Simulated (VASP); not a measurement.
A VASP calculation is set up with these files.

### INCAR
```
ALGO=Normal
EDIFF=1E-6
ENCUT=400
ISIF=2
ISMEAR=1
LASPH=T
LCHARG=F
LMAXMIX=4
LREAL=F
LWAVE=F
NELM=100
PREC=Accurate
SIGMA=0.272
SYSTEM=BaF2
```

### KPOINTS
```
Automatic mesh
0
Gamma
4 4 4
0 0 0
```

POSCAR:
```
BaF2
1
    0.0000000000     3.0811140000     3.0811140000
    3.0811140000     0.0000000000     3.0811140000
    3.0811140000     3.0811140000     0.0000000000
Ba F
1 2
Direct
  0.0000000000   0.0000000000   0.0000000000
  0.2500000000   0.2500000000   0.2500000000
  0.7500000000   0.7500000000   0.7500000000
```

POTCAR, in this order: Ba_sv F (LDA.64 set). Program: vasp_std.

### Question
Translate this LDA calculation to Ansatz.

### Answer
One equivalent input (not run):
Ansatz 0.2 input:
```yaml
crystal:
  lattice:
    - [0.0000000, 3.0811140, 3.0811140]
    - [3.0811140, 0.0000000, 3.0811140]
    - [3.0811140, 3.0811140, 0.0000000]
  atoms:
    - { symbol: Ba, position: [0.0000000, 0.0000000, 0.0000000] }
    - { symbol: F, position: [0.2500000, 0.2500000, 0.2500000] }
    - { symbol: F, position: [0.7500000, 0.7500000, 0.7500000] }
kpoints:
  mp_grid: { grid: [4, 4, 4] }
hamiltonian:
  xc: lda
  pseudopotentials: { kind: paw }
scf:
  occupations: { method: methfessel_paxton, width: 0.272 }
  max_iter: 100
output: { forces: true, stress: true, eigenvalues: true }
```
Limits of the translation: each code has its own PAW files, so the cut-off isn't converted (ENCUT is set for VASP's; basis.ecutwfc is left out, and Ansatz then takes the one that its files recommend); Ansatz stops its SCF on the density residual and VASP on the energy change (EDIFF); Ansatz's lda is the Perdew-Wang form, while the LDA potentials of VASP carry Perdew-Zunger's.

The structure comes from a computed database's BaF2 entry; how it stands against other phases isn't given here. The cell was not relaxed at this level. The k-mesh is coarse (spacing up to 0.44 per Å, 2π included), so the numbers may not be converged in it. The run is one of a series of settings (ISMEAR = 1, SIGMA = 0.272, KPOINTS 4×4×4 Γ-centred mesh against the base run), some of them coarse on purpose.
